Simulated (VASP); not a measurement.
A run of VASP 6.6.1 is set up as follows.

Contents of INCAR:

```
PREC     = Accurate       # precision mode
ENCUT    = 600            # plane-wave cutoff, eV
EDIFF    = 1E-6           # SCF threshold, eV
ISMEAR   = 1              # smearing method
SIGMA    = 0.1            # smearing width, eV
LREAL    = False          # projectors in reciprocal space
LASPH    = True           # aspherical terms in the spheres
NELM     = 80             # most SCF steps
ALGO     = Normal         # electronic algorithm
ISIF     = 3              # what is computed and relaxed
LWAVE    = False          # write WAVECAR
LCHARG   = False          # write CHGCAR
GGA      = PS             # functional
IBRION   = 2              # ionic algorithm
NSW      = 90             # ionic steps
EDIFFG   = -0.01          # ionic threshold
```

KPOINTS

```
Automatic mesh
0
Gamma
  15 15 8
```

POSCAR

```
Ti
1.0
    2.9500000000      0.0000000000      0.0000000000
   -1.4750000000      2.5547749412      0.0000000000
    0.0000000000      0.0000000000      4.6800000000
Ti
2
Direct
    0.3333333333      0.6666666667      0.2500000000
    0.6666666667      0.3333333333      0.7500000000
```

Potentials or basis: VASP PAW PBE potentials, release 64 (Ti_sv).

Launch:

```console
$ cat potpaw_PBE.64/Ti_sv/POTCAR > POTCAR
$ mpirun -np 1 vasp_std > vasp.out
```

Q: What does it give for the band gap on the k mesh?

A: None (metal or under the smearing width).

Q: Predict the relaxed cell.

A: a = 2.902 Å, b = 2.902 Å, c = 4.575 Å, α = 90.00°, β = 90.00°, γ = 120.00°.

Final structure:
```
Ti
1.0
     2.90210    0.00000    0.00000
    -1.45105    2.51329    0.00000
     0.00000    0.00000    4.57501
Ti
2
Direct
  0.33333 0.66667 0.25000
  0.66667 0.33333 0.75000
```
